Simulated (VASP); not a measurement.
Consider the following.

```yaml
crystal:
  lattice:
    - [4.20093, 0.00000, 0.00000]
    - [0.00000, 4.20093, 0.00000]
    - [0.00000, 0.00000, 2.68674]
  atoms:
    - { symbol: Si, position: [0.00000, 0.00000, 0.00000] }
    - { symbol: Si, position: [0.50000, 0.50000, 0.50000] }
    - { symbol: O, position: [0.30606, 0.30606, 0.00000] }
    - { symbol: O, position: [0.80606, 0.19394, 0.50000] }
    - { symbol: O, position: [0.19394, 0.80606, 0.50000] }
    - { symbol: O, position: [0.69394, 0.69394, 0.00000] }
```

These are PBE GGA with D4 dispersion, VASP's PBE PAW potentials (set 64) (plane waves; VASP) values and carry that method's errors. Settings: 520 eV cut-off, 5×5×7 Γ-centred mesh, Gaussian smearing of 0.050 eV, potentials Si O.

Question: Estimate the energy per atom (σ→0), band gap (on the k-mesh) with the smallest direct gap where there is one.

Answer: 
| Quantity | Result |
|---|---|
| band gap (on the k-mesh) | 5.28 eV |
| smallest direct gap (on the k-mesh) | 5.28 eV |
| energy per atom (σ→0) | -7.984 eV/atom |

The compound is SiO2 in the rutile structure, stishovite, a high-pressure form. It was relaxed first. The start is the result of an earlier pass.
